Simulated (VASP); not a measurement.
Here is the system:

```xyz
2
Lattice="3.5630 0.0000 0.0000 -1.7815 3.0857 0.0000 0.0000 0.0000 5.7849" Properties=species:S:1:pos:R:3 pbc="T T T"
Bi     0.0000     2.0571     1.4462
Bi     1.7815     1.0285     4.3387
```

Calculation: PBEsol GGA, VASP's PBE PAW potentials (set 64) (plane waves; VASP). Numerical set-up: 400 eV cut-off, 11×11×6 Γ-centred mesh, first-order Methfessel-Paxton smearing of 0.10 eV, potentials Bi_d.

Energy and stress use the plane-wave basis of the starting cell.

Task: The ions, cell shape and volume are relaxed. What does this cell relax into?

Result: 
```xyz
2
Lattice="3.4654 0.0000 0.0000 -1.7327 3.0011 0.0000 0.0000 0.0000 5.7582" Properties=species:S:1:pos:R:3 pbc="T T T"
Bi     0.0000     2.0007     1.4396
Bi     1.7327     1.0004     4.3187
```
Space group P6_3/mmc (194), at a tolerance of 0.03 Å.

Task: How do energy and volume change from the first to the last step?

Result: The energy (σ→0) changes by -22.1 meV/atom and the volume by -5.8 %, in 11 ionic steps.

The structure was generated: Bi was put into the hcp type (P6_3/mmc), which need not be its known phase. This run relaxes it. Symmetry was kept, so distortions that lower it aren't found.
